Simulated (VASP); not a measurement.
Input:

```yaml
crystal:
  lattice:
    - [0.00000, 2.21942, 2.21942]
    - [2.21942, 0.00000, 2.21942]
    - [8.86305, 8.86305, 0.01463]
  atoms:
    - { symbol: Nb, position: [0.00640, 0.00640, 0.99520] }
    - { symbol: Nb, position: [0.99360, 0.99360, 0.25480] }
    - { symbol: Nb, position: [0.00535, 0.00535, 0.49599] }
    - { symbol: Nb, position: [0.99465, 0.99465, 0.75401] }
    - { symbol: N, position: [0.50000, 0.50000, 0.12500] }
    - { symbol: C, position: [0.50200, 0.50200, 0.37350] }
    - { symbol: C, position: [0.50000, 0.50000, 0.62500] }
    - { symbol: C, position: [0.49800, 0.49800, 0.87650] }
```

The numbers are results of PBEsol GGA, VASP's PBE PAW potentials (set 64) (plane waves; VASP), not measurements. Run with 520 eV cut-off, 13×13×4 Γ-centred mesh, tetrahedra with Blöchl corrections, potentials Nb_sv N C.

For a metal the tetrahedron method with Blöchl corrections gives inexact stress and forces.

### Question
Predict the energy per atom (σ→0), largest force, band gap (on the k-mesh) with the smallest direct gap where there is one.

### Answer

The band gap (on the k-mesh) is none (metal, semimetal or under 0.01 eV). The energy per atom (σ→0) is -10.943 eV/atom and the largest force is 0.119 eV/Å.

Only differences to runs with the same potentials and settings are physical.

The structure was generated: Nb4C3N was put into an ordered model structure (R-3m), which need not be its known phase. It was relaxed first. The electron count is odd and the run is not spin-polarised, which forces a metal.
